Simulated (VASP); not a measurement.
Output of a VASP run:

**OUTCAR**
```
 ion  position               nearest neighbor table
   1  0.000  0.000  0.000-   4 2.18   4 2.18   6 2.19   5 2.19   5 2.19   6 2.19
   2  0.500  0.500  0.000-   3 2.18   3 2.18   6 2.19   5 2.19   6 2.19   5 2.19
   3  0.500  0.500  0.500-   2 2.18   2 2.18   8 2.19   7 2.19   7 2.19   8 2.19
   4  0.000  0.000  0.500-   1 2.18   1 2.18   8 2.19   7 2.19   8 2.19   7 2.19
   5  0.000  0.500  0.000-   8 2.18   8 2.18   1 2.19   2 2.19   1 2.19   2 2.19
   6  0.500  0.000  0.000-   7 2.18   7 2.18   1 2.19   2 2.19   2 2.19   1 2.19
   7  0.500  0.000  0.500-   6 2.18   6 2.18   3 2.19   4 2.19   3 2.19   4 2.19
   8  0.000  0.500  0.500-   5 2.18   5 2.18   3 2.19   4 2.19   4 2.19   3 2.19
  LATTYP: Found a simple tetragonal cell.
 ALAT       =     4.3841475986
 C/A-ratio  =     0.9960341976
 Subroutine PRICEL returns following result:
  LATTYP: Found a simple tetragonal cell.
 ALAT       =     3.1000604967
 C/A-ratio  =     1.4086050709
 Subroutine GETGRP returns: Found 16 space group operations
The static configuration has the point symmetry D_4h.
The dynamic configuration has the point symmetry D_4h.
 Subroutine INISYM returns: Found 16 space group operations
 Subroutine IBZKPT returns following result:
 Found     75 irreducible k-points:

 Following reciprocal coordinates:
            Coordinates               Weight
  0.000000  0.000000  0.000000      1.000000
  0.125000  0.000000  0.000000      4.000000
  0.250000  0.000000  0.000000      4.000000
  0.375000  0.000000  0.000000      4.000000
  0.500000  0.000000  0.000000      2.000000
  0.125000  0.125000  0.000000      4.000000
  0.250000  0.125000  0.000000      8.000000
  0.375000  0.125000  0.000000      8.000000
  0.500000  0.125000  0.000000      4.000000
  0.250000  0.250000  0.000000      4.000000
  0.375000  0.250000  0.000000      8.000000
  0.500000  0.250000  0.000000      4.000000
  0.375000  0.375000  0.000000      4.000000
  0.500000  0.375000  0.000000      4.000000
  0.500000  0.500000  0.000000      1.000000
  0.000000  0.000000  0.125000      2.000000
  0.125000  0.000000  0.125000      8.000000
  0.250000  0.000000  0.125000      8.000000
  0.375000  0.000000  0.125000      8.000000
  0.500000  0.000000  0.125000      4.000000
  0.125000  0.125000  0.125000      8.000000
  0.250000  0.125000  0.125000     16.000000
  0.375000  0.125000  0.125000     16.000000
  0.500000  0.125000  0.125000      8.000000
  0.250000  0.250000  0.125000      8.000000
  0.375000  0.250000  0.125000     16.000000
  0.500000  0.250000  0.125000      8.000000
  0.375000  0.375000  0.125000      8.000000
  0.500000  0.375000  0.125000      8.000000
  0.500000  0.500000  0.125000      2.000000
  0.000000  0.000000  0.250000      2.000000
  0.125000  0.000000  0.250000      8.000000
  0.250000  0.000000  0.250000      8.000000
  0.375000  0.000000  0.250000      8.000000
  0.500000  0.000000  0.250000      4.000000
  0.125000  0.125000  0.250000      8.000000
  0.250000  0.125000  0.250000     16.000000
  0.375000  0.125000  0.250000     16.000000
  0.500000  0.125000  0.250000      8.000000
  0.250000  0.250000  0.250000      8.000000
   k-points           NKPTS =     75   k-points in BZ     NKDIM =     75   number of bands    NBANDS=     39
   number of dos      NEDOS =    601   number of ions     NIONS =      8
   total plane-waves  NPLWV =  41472
   dimension x,y,z NGX =    36 NGY =   36 NGZ =   32
   dimension x,y,z NGXF=    72 NGYF=   72 NGZF=   64
   ions per type =               2   4   2
   PREC   = accura    normal or accurate (medium, high low for compatibility)
   ISTART =      0    job   : 0-new  1-cont  2-samecut
   ICHARG =      2    charge: 1-file 2-atom 10-const
   ISPIN  =      1    spin polarized calculation?
   LNONCOLLINEAR =      F non collinear calculations
   LSORBIT =      F    spin-orbit coupling
   INIWAV =      1    electr: 0-lowe 1-rand  2-diag
   ENCUT  =  520.0 eV  38.22 Ry    6.18 a.u.   8.15  8.15  8.12*2*pi/ulx,y,z
   NELM   =    100;   NELMIN=  2; NELMDL= -5     # of ELM steps
...
```

File OSZICAR:
```
       N       E                     dE             d eps       ncg     rms          rms(c)
DAV:   1     0.906219309049E+03    0.90622E+03   -0.33484E+04  5850   0.195E+03
DAV:   2     0.509452382029E+02   -0.85527E+03   -0.83441E+03  5920   0.666E+02
DAV:   3    -0.900503499207E+02   -0.14100E+03   -0.13684E+03  9715   0.220E+02
DAV:   4    -0.100860859464E+03   -0.10811E+02   -0.10703E+02  8261   0.604E+01
DAV:   5    -0.101582815672E+03   -0.72196E+00   -0.72139E+00 10080   0.163E+01    0.326E+01
DAV:   6    -0.841592981494E+02    0.17424E+02   -0.13939E+02  8061   0.725E+01    0.109E+01
DAV:   7    -0.840504782251E+02    0.10882E+00   -0.32226E+01  7950   0.322E+01    0.810E+00
DAV:   8    -0.835689954930E+02    0.48148E+00   -0.24596E+00  8573   0.165E+01    0.530E+00
DAV:   9    -0.836045456571E+02   -0.35550E-01   -0.16435E+00  8652   0.722E+00    0.199E+00
DAV:  10    -0.835510846254E+02    0.53461E-01   -0.58610E-01  8038   0.500E+00    0.546E-01
DAV:  11    -0.835538421289E+02   -0.27575E-02   -0.44417E-02  8918   0.115E+00    0.400E-01
DAV:  12    -0.835532407309E+02    0.60140E-03   -0.64310E-03  8440   0.529E-01    0.165E-01
DAV:  13    -0.835528320723E+02    0.40866E-03   -0.26704E-03  9638   0.295E-01    0.395E-02
DAV:  14    -0.835528798713E+02   -0.47799E-04   -0.36922E-04  8635   0.100E-01    0.142E-02
DAV:  15    -0.835528681069E+02    0.11764E-04   -0.38349E-05  8487   0.438E-02    0.130E-02
DAV:  16    -0.835528722746E+02   -0.41677E-05   -0.68342E-06  9256   0.166E-02    0.546E-03
DAV:  17    -0.835528770033E+02   -0.47287E-05   -0.42512E-06  9208   0.107E-02    0.139E-03
DAV:  18    -0.835528761870E+02    0.81633E-06   -0.24768E-07  5173   0.397E-03    0.463E-04
DAV:  19    -0.835528762451E+02   -0.58101E-07   -0.33732E-08  4486   0.185E-03
   1 F= -.83552876E+02 E0= -.83552876E+02  d E =0.000000E+00
```

File OUTCAR:
```
------------------------ aborting loop because EDIFF is reached ----------------------------------------
  FORCE on cell =-STRESS in cart. coord.  units (eV):
  Direction    XX          YY          ZZ          XY          YZ          ZX
  --------------------------------------------------------------------------------------
  Total        0.0537688      0.0537688      0.0184599      0.0000000      0.0000000      0.0000000
  in kB        1.0263873      1.0263873      0.3523795      0.0000000      0.0000000      0.0000000
  external PRESSURE =       0.8017180 kB  Pullay stress =       0.0000000 kB
  volume of cell :       83.93
      direct lattice vectors                 reciprocal lattice vectors
     4.384147599  0.000000000  0.000000000     0.228094510  0.000000000  0.000000000
     0.000000000  4.384147599  0.000000000     0.000000000  0.228094510  0.000000000
     0.000000000  0.000000000  4.366760936     0.000000000  0.000000000  0.229002690
 POSITION                                       TOTAL-FORCE (eV/Angst)
 -----------------------------------------------------------------------------------
      0.00000      0.00000      0.00000         0.000000      0.000000     -0.000000
      2.19207      2.19207      0.00000        -0.000000     -0.000000     -0.000000
      2.19207      2.19207      2.18338         0.000000      0.000000     -0.000000
      0.00000      0.00000      2.18338         0.000000      0.000000     -0.000000
      0.00000      2.19207      0.00000         0.000000      0.000000     -0.000000
      2.19207      0.00000      0.00000         0.000000      0.000000     -0.000000
      2.19207      0.00000      2.18338         0.000000      0.000000     -0.000000
      0.00000      2.19207      2.18338         0.000000      0.000000      0.000000
 -----------------------------------------------------------------------------------
    total drift:                                0.000000      0.000000      0.000000
  FREE ENERGIE OF THE ION-ELECTRON SYSTEM (eV)
  ---------------------------------------------------
  free  energy   TOTEN  =       -83.5528762451 eV

  energy  without entropy=      -83.5528762451  energy(sigma->0) =      -83.55287625

 total charge

# of ion       s       p       d       tot
------------------------------------------
    1        2.187   6.237   1.973  10.397
    2        2.187   6.237   1.973  10.397
    3        0.884   1.537   0.000   2.420
    4        0.884   1.537   0.000   2.420
    5        0.883   1.511   0.000   2.394
    6        0.883   1.511   0.000   2.394
    7        2.183   6.108   2.416  10.707
    8        2.183   6.108   2.416  10.707
--------------------------------------------------
tot         12.274  30.783   8.779  51.837
```
(Selected blocks of OUTCAR.)

File POSCAR:
```
Nb2Ti2C4
1
    4.3841475986     0.0000000000     0.0000000000
    0.0000000000     4.3841475986     0.0000000000
    0.0000000000    -0.0000000000     4.3667609356
Ti C Nb
2 4 2
Direct
  0.0000000000   0.0000000000   0.0000000000
  0.5000000000   0.5000000000   0.0000000000
  0.5000000000   0.5000000000   0.5000000000
  0.0000000000   0.0000000000   0.5000000000
  0.0000000000   0.5000000000   0.0000000000
  0.5000000000   0.0000000000   0.0000000000
  0.5000000000   0.0000000000   0.5000000000
  0.0000000000   0.5000000000   0.5000000000
```

Q: Reconstruct the remaining input files.

A: This is not unique; one that fits is the input of the run itself, PBEsol GGA, plane waves, VASP's PBE PAW potentials (set 64).

**KPOINTS**
```
Automatic mesh
0
Gamma
8 8 8
0 0 0
```

**INCAR**
```
ALGO = Normal
EDIFF = 1E-7
ENCUT = 520
GGA = PS
ISIF = 2
ISMEAR = -5
LASPH = T
LCHARG = T
LEFG = T
LMAXMIX = 4
LORBIT = 11
LREAL = F
LWAVE = F
NEDOS = 601
NELM = 100
PREC = Accurate
SYSTEM = Nb2Ti2C4
```

POTCAR, in this order: Ti_sv C Nb_sv (PBE.64 set). Program: vasp_std.

For a metal the tetrahedron method with Blöchl corrections gives inexact stress and forces.

The structure was generated: Nb2Ti2C4 was put into an ordered model structure (P4/mmm), which need not be its known phase. It was relaxed first.
